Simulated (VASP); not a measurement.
Given:

```
Al2Pt
1.0
    0.00000     2.83977     2.83977
    2.83977     0.00000     2.83977
    2.83977     2.83977     0.00000
Al Pt
2 1
Direct
  0.25000   0.25000   0.25000
  0.75000   0.75000   0.75000
  0.00000   0.00000   0.00000
```

Computed with PBEsol GGA, VASP's PBE PAW potentials (set 64) (plane waves; VASP). Settings: 500 eV cut-off, 9×9×9 Γ-centred mesh, first-order Methfessel-Paxton smearing of 0.10 eV, potentials Al Pt.

Energy and stress use the plane-wave basis of the starting cell.

Q: The ions, cell shape and volume at an external pressure of 30.0 GPa are relaxed. Give the cell that the relaxation ends in.

A: 
```
Al2Pt
1.0
    0.00000     2.80074     2.80074
    2.80074     0.00000     2.80074
    2.80074     2.80074     0.00000
Al Pt
2 1
Cartesian
  1.40037   1.40037   1.40037
  4.20111   4.20111   4.20111
  2.80074   0.00000   2.80074
```
Space group Fm-3m (225), at a tolerance of 0.03 Å.

Q: How do energy and volume change from the first to the last step?

A: The energy (σ→0) changes by +96.2 meV/atom and the volume by -4.1 %, in 4 ionic steps.

The compound is PtAl2 in the fluorite structure. This run relaxes it under an external pressure of 30 GPa. Symmetry was kept, so distortions that lower it aren't found.
